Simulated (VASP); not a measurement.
# LiMo (P-6m2) in VASP: a series of runs

The runs below take LiMo through band structure, with revPBE, BLYP.

Program: VASP 6.6.1. These are calculated values, not measurements. Logs are shortened: lines on timing, memory, paths and dates and some standing lists are left out, and cuts for length are marked.

**1. Starting point**

Symmetry: P-6m2, No. 187, hexagonal system. The conventional cell has a = 2.673 Å, b = 2.673 Å, c = 5.005 Å, α = 90.00°, β = 90.00°, γ = 120.00°. Around Li (site symmetry -6m2) lie 6 Li at 2.67 Å and 6 Mo at 2.94 Å. Mo (site symmetry -6m2) has 6 Mo at 2.67 Å and 6 Li at 2.94 Å as nearest neighbours.

The cell was built by a generator and needn't be a form met in nature.

**2. Band structure, revPBE**

Contents of INCAR:

```
  ALGO = Normal
  EDIFF = 1E-6
  ENCUT = 520
  GGA = RE
  ISIF = 2
  ISMEAR = -1
  LASPH = True
  LCHARG = False
  LMAXMIX = 4
  LREAL = False
  LWAVE = False
  NELM = 100
  PREC = Accurate
  SIGMA = 0.05
```

Contents of KPOINTS:

```
k-points
0
Gamma
  11 11 6
```

Contents of POSCAR:

```
LiMo
1.0
    2.6734600000      0.0000000000      0.0000000000
   -1.3367300000      2.3152800000      0.0000000000
    0.0000000000      0.0000000000      5.0047100000
Li Mo
1 1
Direct
    0.0000000000      0.0000000000      0.0000000000
    0.3333300000      0.6666700000      0.5000000000
```

Contents of KPOINTS_OPT:

```
path GMKGALHA,LM,KH
10
line-mode
reciprocal
 0.0000000000  0.0000000000  0.0000000000  G
 0.5000000000  0.0000000000  0.0000000000  M

 0.5000000000  0.0000000000  0.0000000000  M
 0.3333333333  0.3333333333  0.0000000000  K

 0.3333333333  0.3333333333  0.0000000000  K
 0.0000000000  0.0000000000  0.0000000000  G

 0.0000000000  0.0000000000  0.0000000000  G
 0.0000000000  0.0000000000  0.5000000000  A

 0.0000000000  0.0000000000  0.5000000000  A
 0.5000000000  0.0000000000  0.5000000000  L

 0.5000000000  0.0000000000  0.5000000000  L
 0.3333333333  0.3333333333  0.5000000000  H

 0.3333333333  0.3333333333  0.5000000000  H
 0.0000000000  0.0000000000  0.5000000000  A

 0.5000000000  0.0000000000  0.5000000000  L
 0.5000000000  0.0000000000  0.0000000000  M

 0.3333333333  0.3333333333  0.0000000000  K
 0.3333333333  0.3333333333  0.5000000000  H
```

Potentials or basis: VASP PAW PBE potentials, release 64 (Li_sv, Mo_sv).

On the command line:

```sh
cat potpaw_PBE.64/Li_sv/POTCAR potpaw_PBE.64/Mo_sv/POTCAR > POTCAR
mpirun -np 1 vasp_std > vasp.out
```

OUTCAR:

```text
EDIFF = 1E-6
   ENCUT = 520
   GGA = RE
   ISIF = 2
   ISMEAR = -1
   LASPH = True
   LREAL = False
   NELM = 100
   PREC = Accurate

 ion  position               nearest neighbor table
   1  0.000  0.000  0.000-   2 2.94   2 2.94   2 2.94   2 2.94   2 2.94   2 2.94
   2  0.333  0.667  0.500-   1 2.94   1 2.94   1 2.94   1 2.94   1 2.94   1 2.94

  LATTYP: Found a hexagonal cell.
 ALAT       =     2.6734600000
 C/A-ratio  =     1.8719973368

  Lattice vectors:

 A1 = (   2.6734600000,   0.0000000000,   0.0000000000)
 A2 = (  -1.3367300000,   2.3152800000,   0.0000000000)
 A3 = (   0.0000000000,   0.0000000000,   5.0047100000)

Analysis of symmetry for initial positions (statically):
=====================================================================
 Subroutine PRICEL returns:
 Original cell was already a primitive cell.

 Routine SETGRP: Setting up the symmetry group for a
 hexagonal supercell.

 Subroutine GETGRP returns: Found  4 space group operations
 (whereof  4 operations were pure point group operations)
 out of a pool of 24 trial point group operations.

The static configuration has the point symmetry C_2v.

Analysis of symmetry for dynamics (positions and initial velocities):
=====================================================================
 Subroutine PRICEL returns:
 Original cell was already a primitive cell.

 Routine SETGRP: Setting up the symmetry group for a
 hexagonal supercell.

 Subroutine GETGRP returns: Found  4 space group operations
 (whereof  4 operations were pure point group operations)
 out of a pool of 24 trial point group operations.

The dynamic configuration has the point symmetry C_2v.

 Subroutine INISYM returns: Found  4 space group operations
 (whereof  4 operations are pure point group operations),
 and found     1 'primitive' translations

----------------------------------------------------------------------------------------

                                     Primitive cell

  volume of cell :      30.9782

  direct lattice vectors                    reciprocal lattice vectors
     2.673460000  0.000000000  0.000000000     0.374047115  0.215956601  0.000000000
    -1.336730000  2.315280000  0.000000000     0.000000000  0.431913203  0.000000000
     0.000000000  0.000000000  5.004710000     0.000000000  0.000000000  0.199811777

  length of vectors
     2.673460000  2.673456297  5.004710000     0.431912604  0.431913203  0.199811777

  position of ions in fractional coordinates (direct lattice)
     0.000000000  0.000000000  0.000000000
     0.333330000  0.666670000  0.500000000

  ion indices of the primitive-cell ions
   primitive index   ion index
                 1           1
                 2           2

----------------------------------------------------------------------------------------

 KPOINTS: k-points

Automatic generation of k-mesh.
 Grid dimensions read from file:
 generate k-points for:   11   11    6

 Generating k-lattice:

  Cartesian coordinates                     Fractional coordinates (reciprocal lattice)
     0.034004283  0.019632418  0.000000000     0.090909091  0.000000000  0.000000000
     0.000000000  0.039264837  0.000000000     0.000000000  0.090909091  0.000000000
     0.000000000  0.000000000  0.033301963     0.000000000  0.000000000  0.166666667

  Length of vectors
     0.039264782  0.039264837  0.033301963

  Shift w.r.t. Gamma in fractional coordinates (k-lattice)
     0.000000000  0.000000000  0.000000000

 Subroutine IBZKPT returns following result:
 ===========================================

 Found    144 irreducible k-points:

 Following reciprocal coordinates:
            Coordinates               Weight
  0.000000  0.000000  0.000000      1.000000
  0.090909  0.000000  0.000000      4.000000
 -0.090909  0.090909  0.000000      2.000000
  0.181818  0.000000  0.000000      4.000000
 -0.181818  0.181818  0.000000      2.000000
  0.272727 -0.000000  0.000000      4.000000
[... 16 lines left out ...]
  0.454545  0.090909  0.000000      4.000000
  0.454545  0.454545  0.000000      2.000000
 [... further k-points ...]
   k-points           NKPTS =    144   k-points in BZ     NKDIM =    144   number of bands    NBANDS=     12
   number of dos      NEDOS =    301   number of ions     NIONS =      2
   total plane-waves  NPLWV =  16000
   dimension x,y,z NGX =    20 NGY =   20 NGZ =   40
   dimension x,y,z NGXF=    40 NGYF=   40 NGZF=   80
   ions per type =               1   1
   NGX,Y,Z   is equivalent  to a cutoff of  12.44, 12.44, 13.29 a.u.
   NGXF,Y,Z  is equivalent  to a cutoff of  24.87, 24.87, 26.57 a.u.
 SYSTEM =  unknown system
   PREC   = accura    normal or accurate (medium, high low for compatibility)
   ISTART =      0    job   : 0-new  1-cont  2-samecut
   ICHARG =      2    charge: 1-file 2-atom 10-const
   ISPIN  =      1    spin polarized calculation?
   LNONCOLLINEAR =      F non collinear calculations
   LSORBIT =      F    spin-orbit coupling
   LASPH  =      T    aspherical Exc in radial PAW
   ENCUT  =  520.0 eV  38.22 Ry    6.18 a.u.   4.97  4.97  9.31*2*pi/ulx,y,z
   NELM   =    100;   NELMIN=  2; NELMDL= -5     # of ELM steps
   EDIFF  = 0.1E-05   stopping-criterion for ELM
   LREAL  =      F    real-space projection
   EDIFFG = 0.1E-04   stopping-criterion for IOM
   NSW    =      0    number of steps for IOM
   IBRION =     -1    ionic relax: 0-MD 1-quasi-New 2-CG
   NFREE  =      0    steps in history (QN), initial steepest desc. (CG)
   ISIF   =      2    stress and relaxation
   ISYM   =      2    0-nonsym 1-usesym 2-fastsym
   POTIM  = 0.5000    time-step for ionic-motion
   TEBEG  =    0.0;   TEEND  =   0.0 temperature during run
   PSTRESS=    0.0 pullay stress
   NELECT =      17.0000    total number of electrons
   NUPDOWN=      -1.0000    fix difference up-down
   EMIN   =  10.00;   EMAX   =-10.00  energy-range for DOS
   EFERMI =   0.00;   METHOD = LEGACY
   ISMEAR =    -1;   SIGMA  =   0.05  broadening in eV -4-tet -1-fermi 0-gaus
   EFERMI_NEDOS =   21; number of points for ismear=-14 and -15
   IALGO  =     38    algorithm
   IMIX   =      4    mixing-type and parameters
     AMIX     =   0.40;   BMIX     =  1.00
     AMIX_MAG =   1.60;   BMIX_MAG =  1.00
  volume/ion in A,a.u.               =      15.49       104.53
  Fermi-wavevector in a.u.,A,eV,Ry     =   1.340312  2.532822 24.441983  1.796435
  Thomas-Fermi vector in A             =   2.468634
   LORBIT       =      0    0 simple, 1 ext, 2 COOP (PROOUT), +10 PAW based schemes
   GGA     = RE    functional components
   LHFCALC =     F    Hartree Fock is set to
   AEXX    =    0.0000 exact exchange contribution
   IVDW    =     0    specifies the selected vdW correction
   LEPSILON=     F    determine dielectric tensor
   LRPA    =     F    only Hartree local field effects (RPA)
 non-spin polarized calculation
  energy-cutoff  :      520.00
  volume of cell :       30.98
 maximum number of plane-waves:       854
   NGX =  9   NGY =  9   NGZ = 19

 number of electron      17.0000012 magnetization

 Free energy of the ion-electron system (eV)
  ---------------------------------------------------
  ext. energy  EPLUGINS =         0.00000000
  ---------------------------------------------------
  free energy    TOTEN  =       -11.37641543 eV

  energy without entropy =      -11.35690228  energy(sigma->0) =      -11.36665886

 E-fermi :   6.6106     XC(G=0): -10.6085

 val. band max:        6.5911421743   @ k =   0.2727   0.2727   0.1667
 cond. band min:       6.6224867055   @ k =  -0.3636   0.2727   0.0000
 fundamental gap:      0.0313445312
 Fermi energy:         6.6106486639

 k-point     1 :       0.0000    0.0000    0.0000
  band No.  band energies     occupation
      1     -54.1558      2.00000
      2     -38.8411      2.00000
      3     -28.2837      2.00000
      4     -27.2928      2.00000
      5     -27.2927      2.00000
      6       1.1849      2.00000
      7       3.4302      2.00000
      8       6.3399      1.99115
      9       6.3399      1.99114
     10       6.3702      1.98381
     11       9.6005      0.00000
     12       9.6005      0.00000

 k-point     2 :       0.0909    0.0000    0.0000
  band No.  band energies     occupation
      1     -54.1339      2.00000
      2     -38.8369      2.00000
      3     -28.2634      2.00000
      4     -27.4297      2.00000
      5     -27.3234      2.00000
      6       1.5154      2.00000
      7       3.6279      2.00000
      8       6.0465      1.99997
      9       6.0954      1.99993
     10       6.6570      0.56697
     11       9.4982      0.00000
     12       9.8094      0.00000

 k-point     3 :      -0.0909    0.0909    0.0000
  band No.  band energies     occupation
      1     -54.1339      2.00000
      2     -38.8369      2.00000
      3     -28.2634      2.00000
      4     -27.4297      2.00000
      5     -27.3234      2.00000
      6       1.5154      2.00000
      7       3.6279      2.00000
      8       6.0465      1.99997
      9       6.0954      1.99993
     10       6.6570      0.56699
     11       9.4982      0.00000
     12       9.8094      0.00000
[... 286 lines left out ...]
 k-point    23 :       0.4545    0.0909    0.0000
  band No.  band energies     occupation
      1     -53.8670      2.00000
      2     -38.7878      2.00000
      3     -28.8660      2.00000
      4     -28.0182      2.00000
      5     -27.7550      2.00000
      6       2.7419      2.00000
      7       3.8007      2.00000
      8       6.0071      1.99999
      9       7.9378      0.00000
     10       8.4912      0.00000
     11      11.3069      0.00000
     12      13.0056      0.00000

 k-point    24 :       0.4545    0.4545    0.0000
  band No.  band energies     occupation
      1     -53.8670      2.00000
      2     -38.7878      2.00000
      3     -28.8661      2.00000
      4     -28.0182      2.00000
      5     -27.7550      2.00000
      6       2.7420      2.00000
      7       3.8007      2.00000
      8       6.0070      1.99999
      9       7.9378      0.00000
     10       8.4912      0.00000
     11      11.3070      0.00000
     12      13.0055      0.00000

 [... further k-points ...]

------------------------ aborting loop because EDIFF is reached ----------------------------------------

  FORCE on cell =-STRESS in cart. coord.  units (eV):
  Direction    XX          YY          ZZ          XY          YZ          ZX
  --------------------------------------------------------------------------------------
  -------------------------------------------------------------------------------------
  Total        0.6646069      0.6645097      0.3100337     -0.0000820      0.0000000      0.0000000
  in kB       34.3731461     34.3681205     16.0347930     -0.0042423      0.0000000      0.0000000
  external PRESSURE =      28.2586865 kB  Pullay stress =       0.0000000 kB

 VOLUME and BASIS-vectors are now :
 -----------------------------------------------------------------------------
  energy-cutoff  :      520.00
  volume of cell :       30.98
      direct lattice vectors                 reciprocal lattice vectors
     2.673460000  0.000000000  0.000000000     0.374047115  0.215956601  0.000000000
    -1.336730000  2.315280000  0.000000000     0.000000000  0.431913203  0.000000000
     0.000000000  0.000000000  5.004710000     0.000000000  0.000000000  0.199811777

 POSITION                                       TOTAL-FORCE (eV/Angst)
 -----------------------------------------------------------------------------------
      0.00000      0.00000      0.00000        -0.000005      0.000003      0.000000
     -0.00001      1.54353      2.50236         0.000005     -0.000003      0.000000
 -----------------------------------------------------------------------------------
    total drift:                               -0.000002     -0.000001      0.000000

  FREE ENERGIE OF THE ION-ELECTRON SYSTEM (eV)
  ---------------------------------------------------
  free  energy   TOTEN  =       -11.3764154324 eV

  energy  without entropy=      -11.3569022792  energy(sigma->0) =      -11.36665886
```

It took 22 s on 1 thread of Intel Xeon 6975P-C (Granite Rapids), shared host; peak memory 0.22 GiB.

What came out:

```
Free energy             : -11.3764 eV
Band gap along the path : none (metal or under the smearing width)
```

Levels at the corners of the path, in eV from the Fermi level:
```tsv
point	band 5	band 6	band 7	band 8	band 9	band 10	band 11	band 12
Γ	-33.90	-5.43	-3.18	-0.27	-0.27	-0.24	2.99	2.99
M	-34.28	-4.22	-2.93	-0.70	1.84	2.26	5.28	5.79
M	-34.28	-4.22	-2.93	-0.70	1.84	2.26	5.28	5.79
K	-34.60	-1.49	-1.29	-0.94	-0.86	0.08	4.24	6.02
K	-34.60	-1.49	-1.29	-0.94	-0.86	0.08	4.24	6.02
Γ	-33.90	-5.43	-3.18	-0.27	-0.27	-0.24	2.99	2.99
Γ	-33.90	-5.43	-3.18	-0.27	-0.27	-0.24	2.99	2.99
A	-33.90	-5.15	-2.37	-2.22	-0.27	-0.27	2.97	2.97
A	-33.90	-5.15	-2.37	-2.22	-0.27	-0.27	2.97	2.97
L	-34.28	-4.20	-3.06	0.74	1.72	1.79	3.07	5.28
L	-34.28	-4.20	-3.06	0.74	1.72	1.79	3.07	5.28
H	-34.60	-1.66	-1.40	-0.92	-0.78	1.12	3.64	5.68
H	-34.60	-1.66	-1.40	-0.92	-0.78	1.12	3.64	5.68
A	-33.90	-5.15	-2.37	-2.22	-0.27	-0.27	2.97	2.97
L	-34.28	-4.20	-3.06	0.74	1.72	1.79	3.07	5.28
M	-34.28	-4.22	-2.93	-0.70	1.84	2.26	5.28	5.79
K	-34.60	-1.49	-1.29	-0.94	-0.86	0.08	4.24	6.02
H	-34.60	-1.66	-1.40	-0.92	-0.78	1.12	3.64	5.68
```

Caveat: the cutoff is under 1.25 times the usual one of these potentials, so pressure, stress and relaxed cells hold a basis-set (Pulay) error; the PAW data sets were made with another functional, which shifts forces and pressure a little.

**3. Band structure, BLYP**

INCAR, as its differences from that of step 2:

```diff
@@ -1 +1,5 @@
+  AGGAC = 1.0
+  AGGAX = 1.0
+  ALDAC = 0.0
+  ALDAX = 1.0
   ALGO = Normal
@@ -3,3 +7,3 @@
   ENCUT = 520
-  GGA = RE
+  GGA = B5
   ISIF = 2
```

KPOINTS is that of step 2.

POSCAR is that of step 2.

KPOINTS_OPT is that of step 2.

Potentials or basis: VASP PAW PBE potentials, release 64 (Li_sv, Mo_sv).

On the command line:

```sh
cat potpaw_PBE.64/Li_sv/POTCAR potpaw_PBE.64/Mo_sv/POTCAR > POTCAR
mpirun -np 1 vasp_std > vasp.out
```

It took 25 s on 1 thread of Intel Xeon 6975P-C (Granite Rapids), shared host; peak memory 0.22 GiB.

Results (log left out):

* Free energy: -10.4614 eV
* Band gap along the path: none (metal or under the smearing width)

Levels at the corners of the path, in eV from the Fermi level:
| point | band 5 | band 6 | band 7 | band 8 | band 9 | band 10 | band 11 | band 12 |
| --- | --- | --- | --- | --- | --- | --- | --- | --- |
| Γ | -33.83 | -5.30 | -3.17 | -0.30 | -0.30 | -0.16 | 2.95 | 2.95 |
| M | -34.20 | -4.19 | -2.92 | -0.74 | 1.81 | 2.39 | 5.23 | 5.81 |
| M | -34.20 | -4.19 | -2.92 | -0.74 | 1.81 | 2.39 | 5.23 | 5.81 |
| K | -34.49 | -1.50 | -1.28 | -0.88 | -0.81 | 0.01 | 4.31 | 6.00 |
| K | -34.49 | -1.50 | -1.28 | -0.88 | -0.81 | 0.01 | 4.31 | 6.00 |
| Γ | -33.83 | -5.30 | -3.17 | -0.30 | -0.30 | -0.16 | 2.95 | 2.95 |
| Γ | -33.83 | -5.30 | -3.17 | -0.30 | -0.30 | -0.16 | 2.95 | 2.95 |
| A | -33.83 | -5.03 | -2.26 | -2.23 | -0.30 | -0.30 | 2.94 | 2.94 |
| A | -33.83 | -5.03 | -2.26 | -2.23 | -0.30 | -0.30 | 2.94 | 2.94 |
| L | -34.20 | -4.17 | -3.03 | 0.67 | 1.75 | 1.75 | 3.22 | 5.23 |
| L | -34.20 | -4.17 | -3.03 | 0.67 | 1.75 | 1.75 | 3.22 | 5.23 |
| H | -34.49 | -1.64 | -1.39 | -0.87 | -0.73 | 1.04 | 3.61 | 5.74 |
| H | -34.49 | -1.64 | -1.39 | -0.87 | -0.73 | 1.04 | 3.61 | 5.74 |
| A | -33.83 | -5.03 | -2.26 | -2.23 | -0.30 | -0.30 | 2.94 | 2.94 |
| L | -34.20 | -4.17 | -3.03 | 0.67 | 1.75 | 1.75 | 3.22 | 5.23 |
| M | -34.20 | -4.19 | -2.92 | -0.74 | 1.81 | 2.39 | 5.23 | 5.81 |
| K | -34.49 | -1.50 | -1.28 | -0.88 | -0.81 | 0.01 | 4.31 | 6.00 |
| H | -34.49 | -1.64 | -1.39 | -0.87 | -0.73 | 1.04 | 3.61 | 5.74 |

Caveat: the cutoff is under 1.25 times the usual one of these potentials, so pressure, stress and relaxed cells hold a basis-set (Pulay) error; the PAW data sets were made with another functional, which shifts forces and pressure a little.
